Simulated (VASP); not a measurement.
Output of a VASP run:

### OSZICAR
```
       N       E                     dE             d eps       ncg     rms          rms(c)
DAV:   1     0.479390219368E+02    0.47939E+02   -0.49311E+03   630   0.118E+03
DAV:   2    -0.541246331821E+01   -0.53351E+02   -0.51262E+02   857   0.175E+02
DAV:   3    -0.734290495969E+01   -0.19304E+01   -0.19277E+01   765   0.399E+01
DAV:   4    -0.738957348181E+01   -0.46669E-01   -0.46576E-01   935   0.583E+00
DAV:   5    -0.739014594428E+01   -0.57246E-03   -0.57242E-03   851   0.641E-01    0.256E+00
DAV:   6    -0.732846570455E+01    0.61680E-01   -0.14569E-01   707   0.227E+00    0.184E+00
DAV:   7    -0.732896774916E+01   -0.50204E-03   -0.54603E-02   905   0.158E+00    0.947E-01
DAV:   8    -0.733239771018E+01   -0.34300E-02   -0.82741E-03   720   0.783E-01    0.140E-01
DAV:   9    -0.733238167092E+01    0.16039E-04   -0.30137E-04   864   0.151E-01    0.351E-02
DAV:  10    -0.733243429684E+01   -0.52626E-04   -0.74326E-05   700   0.828E-02    0.149E-02
DAV:  11    -0.733243652219E+01   -0.22254E-05   -0.41213E-06   934   0.208E-02    0.801E-03
DAV:  12    -0.733243692767E+01   -0.40548E-06   -0.36782E-07   519   0.591E-03
   1 F= -.54424969E+01 E0= -.54424969E+01  d E =-.544250E+01
       N       E                     dE             d eps       ncg     rms          rms(c)
DAV:   1    -0.747872097600E+01   -0.14628E+00   -0.49815E+00   638   0.179E+01    0.360E+00
DAV:   2    -0.727483011646E+01    0.20389E+00   -0.49674E-01   781   0.531E+00    0.120E+00
DAV:   3    -0.724441030589E+01    0.30420E-01   -0.11554E-01   657   0.224E+00    0.805E-01
DAV:   4    -0.724336201212E+01    0.10483E-02   -0.29575E-03  1026   0.483E-01    0.158E-01
DAV:   5    -0.724332885665E+01    0.33155E-04   -0.35986E-04   791   0.160E-01    0.455E-02
DAV:   6    -0.724332409854E+01    0.47581E-05   -0.13224E-05   777   0.430E-02    0.162E-02
DAV:   7    -0.724332473306E+01   -0.63452E-06   -0.29278E-06   670   0.182E-02
   2 F= -.54842074E+01 E0= -.54842074E+01  d E =-.417106E-01
       N       E                     dE             d eps       ncg     rms          rms(c)
DAV:   1    -0.722921165125E+01    0.14112E-01   -0.15973E-01   634   0.315E+00    0.611E-01
DAV:   2    -0.722269541854E+01    0.65162E-02   -0.16438E-02   786   0.956E-01    0.217E-01
DAV:   3    -0.722168882550E+01    0.10066E-02   -0.38129E-03   650   0.409E-01    0.134E-01
DAV:   4    -0.722166798983E+01    0.20836E-04   -0.94317E-05  1014   0.857E-02    0.277E-02
DAV:   5    -0.722167001809E+01   -0.20283E-05   -0.11830E-05   813   0.288E-02    0.849E-03
DAV:   6    -0.722166946292E+01    0.55517E-06   -0.43498E-07   482   0.820E-03
   3 F= -.54853471E+01 E0= -.54853471E+01  d E =-.428502E-01
```

### OUTCAR
```
------------------------ aborting loop because EDIFF is reached ----------------------------------------
  FORCE on cell =-STRESS in cart. coord.  units (eV):
  Direction    XX          YY          ZZ          XY          YZ          ZX
  --------------------------------------------------------------------------------------
  Total        1.7293481      1.7293481      1.7293481      0.0000000      0.0000000      0.0000000
  in kB       99.5983290     99.5983290     99.5983290      0.0000000      0.0000000      0.0000000
  external PRESSURE =      -0.4016710 kB  Pullay stress =     100.0000000 kB
  volume of cell :       27.82
      direct lattice vectors                 reciprocal lattice vectors
     0.000000000  2.404936711  2.404936711    -0.207905679  0.207905679  0.207905679
     2.404936711 -0.000000000  2.404936711     0.207905679 -0.207905679  0.207905679
     2.404936711  2.404936711  0.000000000     0.207905679  0.207905679 -0.207905679
  FREE ENERGIE OF THE ION-ELECTRON SYSTEM (eV)
  ---------------------------------------------------
  free  energy   TOTEN  =        -7.2216694629 eV

  energy  without entropy=       -7.2216694629  energy(sigma->0) =       -7.22166946
  enthalpy is  TOTEN    =        -5.4853470598 eV   P V=        1.7363224031

 reached required accuracy - stopping structural energy minimisation
```
(Selected blocks of OUTCAR.)

File POSCAR:
```
LiCl
1
    0.0000000000     2.4738661974     2.4738661974
    2.4738661974     0.0000000000     2.4738661974
    2.4738661974     2.4738661974     0.0000000000
Li Cl
1 1
Direct
  0.0000000000   0.0000000000   0.0000000000
  0.5000000000   0.5000000000   0.5000000000
```

Task: Write an INCAR and KPOINTS that could have produced this output.

Result: This is not unique; one that fits is the input of the run itself, PBE GGA, plane waves, VASP's PBE PAW potentials (set 64).

**INCAR**
```
# general
SYSTEM  = LiCl
PREC    = Accurate
ENCUT   = 620   # plane-wave cut-off (eV)
LREAL   = .FALSE.
LASPH   = .TRUE.   # aspherical one-centre terms

# electronic loop
EDIFF   = 1E-6   # SCF stop (eV)
NELM    = 100   # most electronic steps
ALGO    = Normal   # blocked Davidson

# smearing
ISMEAR  = 0
SIGMA   = 0.05   # width (eV)

# functional
GGA     = PE   # PBE

# ions
IBRION  = 2   # conjugate gradients
NSW     = 40   # most ionic steps
ISIF    = 3   # ions, shape and volume
EDIFFG  = -0.02
PSTRESS = 100   # kbar

# output
LWAVE   = .FALSE.
LCHARG  = .FALSE.
```

### KPOINTS
```
Automatic mesh
0
Gamma
9 9 9
0 0 0
```

POTCAR, in this order: Li_sv Cl (PBE.64 set). Program: vasp_std.

Energy and stress use the plane-wave basis of the starting cell.

The compound is LiCl in the rock salt structure. This run relaxes it under an external pressure of 10 GPa. Symmetry was kept, so distortions that lower it aren't found.
